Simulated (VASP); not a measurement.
# Which face does Ni expose?, part 3 of 6

How do surface energy, work function and relaxation of Ni depend on the face?

VASP 6.6.1, plane waves and PAW; the level of theory is named at each step.

Still holding for the runs below: The magnetic state follows from one typed start and may not be the lowest.

So far. Step 3 (The bulk reference, job self-consistent run, k-mesh …): The run ends at a pressure of 0.15 GPa. Step 4 (Relaxing the slab, 7 atoms, face Ni(111)): The run ended after 8 ionic steps, 0.004 eV below its first step, once the forces on the free atoms met EDIFFG = -0.03.

### Step 5. Vacuum level and density of states, 7 atoms, face Ni(111)

Level of this step: PBE, spin-polarised from a ferromagnetic start; plane waves and PAW (Ni) (VASP).

A static run writes the electrostatic potential without exchange and correlation (LVHAR), which is flat in the vacuum and gives the level to count from. The dipole correction cancels the field that unlike faces would set up across the vacuum.

Contents of INCAR:

```
SYSTEM = Ni
PREC = Normal
ENCUT = 320
EDIFF = 1E-06
NELM = 120
ISMEAR = 1
SIGMA = 0.15
LREAL = .FALSE.
ALGO = Fast
GGA = PE
NBANDS = 51
ISPIN = 2
MAGMOM = 1 1 1 1 1 1 1
LASPH = .TRUE.
LMAXMIX = 4
LORBIT = 11
LWAVE = .FALSE.
LCHARG = .TRUE.
KPAR = 4
IDIPOL = 3
LDIPOL = .TRUE.
DIPOL = 0.5 0.5 0.5
LVHAR = .TRUE.
LVACPOTAV = .TRUE.
NEDOS = 1500
```

Contents of POSCAR:

```
Ni
1.0
    2.4861695823      0.0000000000      0.0000000000
    1.2430847911      2.1530860164      0.0000000000
    0.0000000000      0.0000000000     27.1796937812
Ni
7
Direct
    0.0000000000      0.0000000000      0.2765588720
    0.3333333300      0.3333333300      0.3502289956
    0.6666666700      0.6666666700      0.4250935061
    0.0000000000      0.0000000000      0.5000000000
    0.3333333300      0.3333333300      0.5749064939
    0.6666666700      0.6666666700      0.6497710044
    0.0000000000      0.0000000000      0.7234411280
```

Contents of KPOINTS:

```
Automatic mesh
0
Gamma
15 15 1
0 0 0
```

PAW data sets: Ni (PBE family, release 64).

Command:

```
$ mpirun -np 4 vasp_std
```

The log of the run:

```text
[... set-up lines as in an earlier step ...]
 entering main loop
       N       E                     dE             d eps       ncg     rms          rms(c)
DAV:   1     0.434637386631E+03    0.43464E+03   -0.23727E+04  5548   0.119E+03
DAV:   2    -0.721693809827E+01   -0.44185E+03   -0.41694E+03  5511   0.293E+02
DAV:   3    -0.432651954479E+02   -0.36048E+02   -0.33636E+02  5889   0.112E+02
DAV:   4    -0.438767151126E+02   -0.61152E+00   -0.61029E+00  5967   0.166E+01
DAV:   5    -0.438922875131E+02   -0.15572E-01   -0.15572E-01  8305   0.170E+00    0.257E+01
RMM:   6    -0.471565984960E+02   -0.32643E+01   -0.59629E+01  6244   0.610E+01    0.356E+01
RMM:   7    -0.582369104762E+02   -0.11080E+02   -0.13816E+01  6433   0.246E+01    0.455E+01
RMM:   8    -0.460593686989E+02    0.12178E+02   -0.57661E+00  6092   0.182E+01    0.372E+01
RMM:   9    -0.381640174145E+02    0.78954E+01   -0.40580E+00  6252   0.151E+01    0.207E+01
RMM:  10    -0.403738612430E+02   -0.22098E+01   -0.49342E+00  6370   0.155E+01    0.281E+01
RMM:  11    -0.407197893738E+02   -0.34593E+00   -0.26020E+00  6417   0.123E+01    0.293E+01
RMM:  12    -0.359305779999E+02    0.47892E+01   -0.75204E-01  6109   0.675E+00    0.860E+00
RMM:  13    -0.361327408262E+02   -0.20216E+00   -0.11635E-01  6144   0.206E+00    0.439E+00
RMM:  14    -0.362590625615E+02   -0.12632E+00   -0.10076E-01  6115   0.182E+00    0.264E+00
RMM:  15    -0.366654994286E+02   -0.40644E+00   -0.23906E-01  6760   0.211E+00    0.604E+00
RMM:  16    -0.367386830322E+02   -0.73184E-01   -0.35251E-02  6357   0.106E+00    0.397E+00
RMM:  17    -0.368313444107E+02   -0.92661E-01   -0.41406E-02  6599   0.810E-01    0.260E+00
RMM:  18    -0.368134223816E+02    0.17922E-01   -0.72806E-03  6297   0.558E-01    0.188E+00
RMM:  19    -0.368735840482E+02   -0.60162E-01   -0.13468E-02  6724   0.522E-01    0.148E+00
RMM:  20    -0.369205297283E+02   -0.46946E-01   -0.47460E-03  6492   0.280E-01    0.145E+00
RMM:  21    -0.369862981442E+02   -0.65768E-01   -0.10376E-02  6819   0.418E-01    0.153E+00
RMM:  22    -0.370361640156E+02   -0.49866E-01   -0.17933E-02  7121   0.558E-01    0.178E+00
RMM:  23    -0.369830641154E+02    0.53100E-01   -0.20024E-02  7356   0.801E-01    0.746E-01
RMM:  24    -0.369877495105E+02   -0.46854E-02   -0.34733E-03  6486   0.299E-01    0.703E-01
RMM:  25    -0.370128151703E+02   -0.25066E-01   -0.37014E-03  6650   0.296E-01    0.483E-01
RMM:  26    -0.370247808820E+02   -0.11966E-01   -0.84602E-04  6447   0.145E-01    0.329E-01
RMM:  27    -0.370425888137E+02   -0.17808E-01   -0.17016E-03  6739   0.148E-01    0.223E-01
RMM:  28    -0.370518095363E+02   -0.92207E-02   -0.39983E-04  6517   0.693E-02    0.434E-01
RMM:  29    -0.370606732334E+02   -0.88637E-02   -0.23862E-04  6561   0.746E-02    0.352E-01
RMM:  30    -0.370717703362E+02   -0.11097E-01   -0.43599E-04  6812   0.833E-02    0.262E-01
RMM:  31    -0.370786432126E+02   -0.68729E-02   -0.18584E-04  6643   0.657E-02    0.101E-01
RMM:  32    -0.370841261156E+02   -0.54829E-02   -0.12296E-04  6617   0.494E-02    0.161E-01
RMM:  33    -0.370862441780E+02   -0.21181E-02   -0.24989E-05  6350   0.300E-02    0.885E-02
RMM:  34    -0.370879627306E+02   -0.17186E-02   -0.11746E-05  6373   0.187E-02    0.279E-02
RMM:  35    -0.370887046130E+02   -0.74188E-03   -0.56474E-06  5339   0.121E-02    0.321E-02
RMM:  36    -0.370890036092E+02   -0.29900E-03   -0.32188E-06  4935   0.872E-03    0.905E-03
RMM:  37    -0.370890257852E+02   -0.22176E-04   -0.73170E-07  4311   0.502E-03    0.736E-03
RMM:  38    -0.370890375072E+02   -0.11722E-04   -0.45585E-07  4220   0.435E-03    0.939E-03
RMM:  39    -0.370890399087E+02   -0.24015E-05   -0.13530E-07  3996   0.272E-03    0.769E-03
RMM:  40    -0.370890420821E+02   -0.21734E-05   -0.74027E-08  3836   0.178E-03    0.531E-03
RMM:  41    -0.370890440133E+02   -0.19312E-05   -0.14674E-07  4076   0.258E-03    0.182E-03
RMM:  42    -0.370890445160E+02   -0.50273E-06   -0.67005E-08  3838   0.197E-03
 -----------------------------------------------------------------------------
|                                                                             |
|           W    W    AA    RRRRR   N    N  II  N    N   GGGG   !!!           |
|           W    W   A  A   R    R  NN   N  II  NN   N  G    G  !!!           |
|           W    W  A    A  R    R  N N  N  II  N N  N  G       !!!           |
|           W WW W  AAAAAA  RRRRR   N  N N  II  N  N N  G  GGG   !            |
|           WW  WW  A    A  R   R   N   NN  II  N   NN  G    G                |
|           W    W  A    A  R    R  N    N  II  N    N   GGGG   !!!           |
|                                                                             |
|     Did not find any points to average over, which means that no vacuum     |
|     field-free region was found. Please increase the size of  your cell     |
|     in the dimension of the dipole correction to obtain accurate            |
|     workfunction values.                                                    |
|                                                                             |
 -----------------------------------------------------------------------------

   1 F= -.37089045E+02 E0= -.37088179E+02  d E =-.259622E-02  mag=     4.6464
```

Elapsed: 3 min, on 4 MPI ranks of AMD EPYC 7571, shared host; peak memory 0.89 GiB; 11 min of CPU time.

From OUTCAR (step 5):

```text
   NELECT =      70.0000    total number of electrons

 dipolmoment           0.000000      0.000000     -0.000000 electrons x Angstroem

 E-fermi :   2.5756

 spin component 1
 k-point     1 :       0.0000    0.0000    0.0000
  band No.  band energies     occupation
    ...
     38       1.8631      1.00000
     39       1.8631      1.00000
     40       1.9301      1.00000
     41       1.9301      1.00000
     42       2.3546      1.02883
     43       2.6975      0.00679
     44       7.2048      0.00000
     45       7.5019      0.00000
     46       8.3489      0.00000
     47       9.5052      0.00000
    ...

 k-point     2 :       0.0667   -0.0000    0.0000
  band No.  band energies     occupation
    ...
     37       1.6562      1.00000
     38       1.7151      1.00000
     39       1.8653      1.00000
     40       1.9344      1.00000
     41       2.0933      1.00003
     42       2.8757     -0.00798
     43       3.2846     -0.00000
     44       7.3402      0.00000
     45       7.6436      0.00000
     46       8.4605      0.00000
    ...

  Total       -1.3920785     -1.3920785     -0.2851392      0.0000000      0.0000000      0.0000000
  in kB      -15.3298395    -15.3298395     -3.1400089      0.0000000      0.0000000      0.0000000
  external PRESSURE =     -11.2665626 kB  Pullay stress =       0.0000000 kB

 POSITION                                       TOTAL-FORCE (eV/Angst)
 -----------------------------------------------------------------------------------
      0.00000      0.00000      7.51679         0.000000     -0.000000      0.014382
      1.24308      0.71770      9.51912        -0.000000     -0.000000      0.028279
      2.48617      1.43539     11.55391         0.000000      0.000000     -0.018328
      0.00000      0.00000     13.58985        -0.000000      0.000000      0.000000
      1.24308      0.71770     15.62578        -0.000000     -0.000000      0.018328
      2.48617      1.43539     17.66058         0.000000      0.000000     -0.028279
      0.00000      0.00000     19.66291        -0.000000      0.000000     -0.014382
 -----------------------------------------------------------------------------------
    total drift:                                0.000000      0.000000      0.000000

  FREE ENERGIE OF THE ION-ELECTRON SYSTEM (eV)
  ---------------------------------------------------
  free  energy   TOTEN  =       -37.0890445160 eV

  energy  without entropy=      -37.0864483006  energy(sigma->0) =      -37.08817911

 vacuum level on the upper side and lower side of the slab         7.598         7.598

 magnetization (x)
# of ion       s       p       d       tot
------------------------------------------
    1       -0.005  -0.024   0.731   0.703
    2       -0.007  -0.026   0.730   0.697
    3       -0.006  -0.026   0.684   0.651
    4       -0.007  -0.026   0.678   0.645
    5       -0.006  -0.026   0.684   0.651
    6       -0.007  -0.026   0.730   0.697
    7       -0.005  -0.024   0.731   0.703
--------------------------------------------------
tot         -0.042  -0.179   4.968   4.748

[... 7 parts as in an earlier step ...]

[... 15 further parts left out ...]
```

Numbers from this step:

- electronic cycles: 42
- Fermi energy: 2.576 eV
- moment of the cell, from the last line of the log: 4.646 μB
- dipole moment: 0, 0, 0 e·Å
- vacuum levels: 7.598, 7.598 eV
- work functions of the upper and lower face: 5.022, 5.022 eV

The planar average of the electrostatic potential oscillates, so the rows of the table below give means over windows of 2.04 Å about each position, cut where the curve ends. Its maxima inside the range that stand out by 2 % of the span (Å: eV): 8.5: -0.373, 10.5: -0.203, 12.6: -0.167, 14.6: -0.167, 16.6: -0.203, 18.7: -0.373. Its minima: 7.5: -20.6, 9.5: -20.9, 11.6: -20.9, 13.6: -20.9, 15.6: -20.9, 17.7: -20.9, 19.7: -20.6.

Zero at the Fermi level. The planar average of the electrostatic potential by height; means over each step:

height (Å), planar average of the electrostatic potential (eV) and a bar from the least value:
```
     1.02        5.0 ##############################
     3.06        5.0 ##############################
     5.10        4.8 ##############################
     7.14       -8.2 ###
     9.18       -9.5 
    11.22       -9.4 
    13.26       -9.4 
    15.30       -9.4 
    17.34       -9.4 
    19.38       -9.3 
    21.42        3.7 ###########################
    23.46        5.0 ##############################
    25.50        5.0 ##############################
```

Density of states in the PAW spheres, an atom over height of the layer and energy from the Fermi level.

Ten even steps from '0' (0.02 states/eV) to '9' (3.32 states/eV), each cell a mean:
```
2222222
5544455
5445445
9899989
9767679
9777779
8666668
6777776
4555554
3554553
2444442
2433342
1222221
0111110
0000000
0000000
0000000
0000000
0000000
0000000
0000000
0000000
```
Columns: height of the layer (Å) from 7.5 to 19.7; rows upwards: energy from the Fermi level (eV) from -7.9 to 0.5.

Spin density in the ca plane at fractional y = 0.000, with atoms of Ni within 0.2 Å of it.

Values in units of 1e-1 e/Å³, 5 rows by 16 columns, each cell a mean:
```
-0.1 -0.1 -0.1 -0.1  2.3  3.9 -0.1 -0.1 -0.1 -0.1  1.8  4.8  0.1  0.0  0.0  0.0
 0.1  0.1  0.1  0.1  0.1  0.3  0.0  0.2  0.0  0.2  0.1  0.4  0.0  0.0  0.0  0.0
 0.2  0.4  0.2  0.3 -0.1 -0.1  0.1  0.4  0.2  0.4 -0.1 -0.1  0.0  0.0  0.0  0.0
 0.0  0.0  0.0  0.0  0.6  1.2  0.0  0.0  0.0  0.0  0.5  1.5  0.0  0.0  0.0  0.0
-0.1 -0.1 -0.1 -0.1  3.5  5.8 -0.1 -0.1 -0.1 -0.1  2.9  7.1  0.1  0.0  0.0  0.0
```
Columns run along c (16.0 Å, from fractional 0.32 to 0.91 of the cell), rows up along a (2.5 Å). Atoms in or near the plane, at fractional coordinates: Ni at (0.50, 0.00), Ni at (0.72, 0.00).

Valence density in the ca plane at fractional y = 0.000, with atoms of Ni within 0.2 Å of it. It is the smooth field of the valence electrons, not physical close to the nuclei.

Ten steps, logarithmic in the rise over the least value, from '0' (0 e/Å³) to '9' (12 e/Å³), each cell a mean:
```
22222222222369973222222222224798620000000000
22332222322257752223222233223576410000000000
23433223432233332234322334322333210000000000
23543234542222222245432345322222210000000000
23443234432223322234432344322233210000000000
23332223332245542233322233323455310000000000
22222222222368863222222222224788520000000000
22222122222379973222221222224899620000000000
```
Columns run along c (16.0 Å, from fractional 0.32 to 0.91 of the cell), rows up along a (2.5 Å). Atoms in or near the plane, at fractional coordinates: Ni at (0.50, 0.00), Ni at (0.72, 0.00).

The map of layer states is cut here 0.5 eV above the Fermi level, so it leaves out the states above that.

The vacuum level lies 5.02 eV above the Fermi level at the upper face; both faces agree, as the slab has next to no dipole.

The program found no field-free point at its default tolerance, but its printed level agrees with the flat part of the planar average.

On this mesh the fine structure of the density of states is sampling noise, and high empty states may be cut by the number of bands.

[end of part 3 of 6]

[Lines on the potential files, build, host, timing and source positions are cut from VASP's logs without a mark.]

[Logs are printed without paths, hosts, clocks, repeated set-up lines and the standing remarks that a program may print on its own settings, such as how far it seeks lower states.]

[Hosts, paths, dates, database ids (printed as entryN), source tags and the programs' standing remarks are cut or masked in the printed files.]

[Runs that stopped without an error message from VASP are left out.]
